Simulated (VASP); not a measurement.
Level of theory: LDA (Ceperley-Alder, Perdew-Zunger), VASP's LDA PAW potentials (set 64) (plane waves; VASP).

VASP ran on this input.

POSCAR:
```
C
1
    1.2331900000     0.7119830000     8.2826170000
   -1.2331900000     0.7119830000     8.2826170000
    0.0000000000    -1.4239650000     8.2826170000
C
4
Direct
  0.9128300000   0.9128300000   0.9128300000
  0.0871700000   0.0871700000   0.0871700000
  0.2461530000   0.2461530000   0.2461530000
  0.7538470000   0.7538470000   0.7538470000
```

**INCAR**
```
# general
SYSTEM  =  C
PREC    =  Accurate
ENCUT   =  400
LREAL   =  .False.   # projection in real space or not
LASPH   =  .True.   # aspherical one-centre terms

# electronic loop
EDIFF   =  1E-6
NELM    =  100   # most electronic steps
ALGO    =  Normal

# smearing
ISMEAR  =  -1   # Fermi-Dirac
SIGMA   =  0.1   # width (eV)

# ions
ISIF    =  2   # forces and stress, cell fixed

# output
LWAVE   =  .False.
LCHARG  =  .False.
```

KPOINTS:
```
Regular mesh
0
Gamma
6 6 6
```

POTCAR, in this order: C (LDA.64 set). Program: vasp_std.

The run wrote:

File OUTCAR:
```
 ion  position               nearest neighbor table
   1  0.913  0.913  0.913-   3 1.42   3 1.42   3 1.42
   2  0.087  0.087  0.087-   4 1.42   4 1.42   4 1.42
   3  0.246  0.246  0.246-   1 1.42   1 1.42   1 1.42
   4  0.754  0.754  0.754-   2 1.42   2 1.42   2 1.42
  LATTYP: Found a trigonal (rhomboedric) cell.
 ALAT       =     8.4041312304
 COS(alpha) =     0.9569369865
 Subroutine PRICEL returns:
 Original cell was already a primitive cell.
 Subroutine GETGRP returns: Found 12 space group operations
The static configuration has the point symmetry D_3d.
The dynamic configuration has the point symmetry D_3d.
 Subroutine INISYM returns: Found 12 space group operations
 Subroutine IBZKPT returns following result:
 Found     32 irreducible k-points:

 Following reciprocal coordinates:
            Coordinates               Weight
  0.000000  0.000000  0.000000      1.000000
  0.166667  0.000000  0.000000      6.000000
  0.333333 -0.000000  0.000000      6.000000
  0.500000  0.000000  0.000000      3.000000
  0.166667  0.166667  0.000000      6.000000
  0.333333  0.166667  0.000000     12.000000
  0.500000  0.166667  0.000000     12.000000
 -0.333333  0.166667  0.000000     12.000000
 -0.166667  0.166667  0.000000      6.000000
  0.333333  0.333333  0.000000      6.000000
  0.500000  0.333333  0.000000     12.000000
 -0.333333  0.333333  0.000000      6.000000
  0.500000  0.500000  0.000000      3.000000
  0.166667  0.166667  0.166667      2.000000
  0.333333  0.166667  0.166667      6.000000
  0.500000  0.166667  0.166667      6.000000
 -0.333333  0.166667  0.166667      6.000000
 -0.166667  0.166667  0.166667      6.000000
  0.333333  0.333333  0.166667      6.000000
  0.500000  0.333333  0.166667     12.000000
 -0.333333  0.333333  0.166667     12.000000
 -0.166667  0.333333  0.166667     12.000000
  0.500000  0.500000  0.166667      6.000000
 -0.333333  0.500000  0.166667     12.000000
 -0.166667  0.500000  0.166667      6.000000
 -0.333333 -0.333333  0.166667      6.000000
  0.333333  0.333333  0.333333      2.000000
  0.500000  0.333333  0.333333      6.000000
 -0.333333  0.333333  0.333333      6.000000
  0.500000  0.500000  0.333333      6.000000
 -0.333333  0.500000  0.333333      6.000000
  0.500000  0.500000  0.500000      1.000000
   k-points           NKPTS =     32   k-points in BZ     NKDIM =     32   number of bands    NBANDS=     12
   number of dos      NEDOS =    301   number of ions     NIONS =      4
   total plane-waves  NPLWV = 175616
   dimension x,y,z NGX =    56 NGY =   56 NGZ =   56
   dimension x,y,z NGXF=   112 NGYF=  112 NGZF=  112
   ions per type =               4
   PREC   = accura    normal or accurate (medium, high low for compatibility)
   ISTART =      0    job   : 0-new  1-cont  2-samecut
   ICHARG =      2    charge: 1-file 2-atom 10-const
   ISPIN  =      1    spin polarized calculation?
   LNONCOLLINEAR =      F non collinear calculations
   LSORBIT =      F    spin-orbit coupling
   INIWAV =      1    electr: 0-lowe 1-rand  2-diag
   ENCUT  =  400.0 eV  29.40 Ry    5.42 a.u.  13.71 13.71 13.71*2*pi/ulx,y,z
   NELM   =    100;   NELMIN=  2; NELMDL= -5     # of ELM steps
   EDIFF  = 0.1E-05   stopping-criterion for ELM
   LREAL  =      F    real-space projection
   NLSPLINE    = F    spline interpolate recip. space projectors
   LMAXMIX     =    2 max onsite mixed and CHGCAR
   VOSKOWN=      0    Vosko Wilk Nusair interpolation
   EDIFFG = 0.1E-04   stopping-criterion for IOM
   NSW    =      0    number of steps for IOM
   NBLOCK =      1;   KBLOCK =      1    inner block; outer block
   IBRION =     -1    ionic relax: 0-MD 1-quasi-New 2-CG
...
```

OSZICAR:
```
       N       E                     dE             d eps       ncg     rms          rms(c)
DAV:   1     0.457172381791E+02    0.45717E+02   -0.70809E+03   800   0.978E+02
DAV:   2    -0.389534079029E+02   -0.84671E+02   -0.76483E+02  1060   0.216E+02
DAV:   3    -0.430585886530E+02   -0.41052E+01   -0.40704E+01   960   0.510E+01
DAV:   4    -0.431200734096E+02   -0.61485E-01   -0.61373E-01   988   0.715E+00
DAV:   5    -0.431216099796E+02   -0.15366E-02   -0.15362E-02   972   0.111E+00    0.919E+00
DAV:   6    -0.410283317937E+02    0.20933E+01   -0.20639E+00   900   0.983E+00    0.528E+00
DAV:   7    -0.403318623711E+02    0.69647E+00   -0.23764E+00   908   0.105E+01    0.138E+00
DAV:   8    -0.403345013199E+02   -0.26389E-02   -0.77425E-02   836   0.198E+00    0.163E-01
DAV:   9    -0.403339680862E+02    0.53323E-03   -0.20263E-03   948   0.359E-01    0.918E-02
DAV:  10    -0.403340564655E+02   -0.88379E-04   -0.44690E-04   920   0.138E-01    0.451E-02
DAV:  11    -0.403340608461E+02   -0.43807E-05   -0.25217E-05   976   0.369E-02    0.713E-03
DAV:  12    -0.403340620272E+02   -0.11811E-05   -0.28755E-06   924   0.131E-02    0.270E-03
DAV:  13    -0.403340620253E+02    0.19297E-08   -0.49326E-07   668   0.564E-03
   1 F= -.40334062E+02 E0= -.40322402E+02  d E =-.233193E-01
```

OUTCAR:
```
------------------------ aborting loop because EDIFF is reached ----------------------------------------
  FORCE on cell =-STRESS in cart. coord.  units (eV):
  Direction    XX          YY          ZZ          XY          YZ          ZX
  --------------------------------------------------------------------------------------
  Total       -2.3931867     -2.3931873     -0.8601820      0.0000000     -0.0000000     -0.0000000
  in kB      -87.8757239    -87.8757456    -31.5851300      0.0000000     -0.0000013     -0.0000000
  external PRESSURE =     -69.1121998 kB  Pullay stress =       0.0000000 kB
  volume of cell :       43.63
      direct lattice vectors                 reciprocal lattice vectors
     1.233190000  0.711983000  8.282617000     0.405452526  0.234088096  0.040244920
    -1.233190000  0.711983000  8.282617000    -0.405452526  0.234088096  0.040244920
     0.000000000 -1.423965000  8.282617000     0.000000000 -0.468176192  0.040244948
 POSITION                                       TOTAL-FORCE (eV/Angst)
 -----------------------------------------------------------------------------------
      0.00000      0.00000     22.68186         0.000000     -0.000000     -0.016040
      0.00000      0.00000      2.16599         0.000000      0.000000      0.016040
      0.00000      0.00000      6.11637         0.000000     -0.000000     -0.010569
      0.00000      0.00000     18.73148         0.000000      0.000000      0.010569
 -----------------------------------------------------------------------------------
    total drift:                               -0.000000     -0.000000      0.000000
  FREE ENERGIE OF THE ION-ELECTRON SYSTEM (eV)
  ---------------------------------------------------
  free  energy   TOTEN  =       -40.3340620253 eV

  energy  without entropy=      -40.3107427286  energy(sigma->0) =      -40.32240238
```
(Selected blocks of OUTCAR.)

At this cut-off the stress carries a Pulay error, which pulls relaxed volumes low.

The structure comes from a computed database's C entry; how it stands against other phases isn't given here. The cell was not relaxed at this level. The k-mesh is coarse (spacing up to 0.49 per Å, 2π included), so the numbers may not be converged in it. The run is one of a series of settings (KPOINTS 6×6×6 Γ-centred mesh against the base run), some of them coarse on purpose.
